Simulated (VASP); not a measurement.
A run of VASP 6.6.1:

The input INCAR:

```
SYSTEM = Be3CdTe4
PREC = Accurate
ENCUT = 520
EDIFF = 1E-6
ISMEAR = 0
SIGMA = 0.03
LREAL = .False.
LASPH = .True.
NELM = 120
ALGO = Normal
ISIF = 3
LWAVE = .False.
LCHARG = .False.
GGA = PE
IBRION = 2
NSW = 90
EDIFFG = -0.01
KPAR = 8
```

File KPOINTS:

```
regular mesh
0
Gamma
  6 6 6
  0 0 0
```

Contents of POSCAR:

```
Be3CdTe4
1.0
   -2.9600000000      2.9600000000      5.8670000000
    2.9600000000     -2.9600000000      5.8670000000
    2.9600000000      2.9600000000     -5.8670000000
Be Cd Te
3 1 4
Direct
    0.7500000000      0.2500000000      0.5000000000
    0.2500000000      0.7500000000      0.5000000000
    0.5000000000      0.5000000000      0.0000000000
    0.0000000000      0.0000000000      0.0000000000
    0.1403455100      0.1403455100      0.5506756800
    0.5896698300      0.5896698300      0.4493243200
    0.8596544900      0.4103301700      0.0000000000
    0.4103301700      0.8596544900      0.0000000000
```

Potentials or basis: VASP PAW PBE potentials, release 64 (Be, Cd, Te).

The run is started by

```sh
$ cat potpaw_PBE.64/Be/POTCAR potpaw_PBE.64/Cd/POTCAR potpaw_PBE.64/Te/POTCAR > POTCAR
$ mpirun -np 8 vasp_std > vasp.out
```

Hardware: 8 MPI ranks on Intel(R) Xeon(R) Platinum 8375C CPU @ 2.90GHz (Ice Lake) (shared host).

Problem. How long does it take, and how much memory?

Solution. It took 3.1 min on 8 MPI ranks on Intel(R) Xeon(R) Platinum 8375C CPU @ 2.90GHz (Ice Lake), on a shared host, peak memory 0.52 GiB a rank. Counts: scf iterations 24, k points 30, ion steps 3.
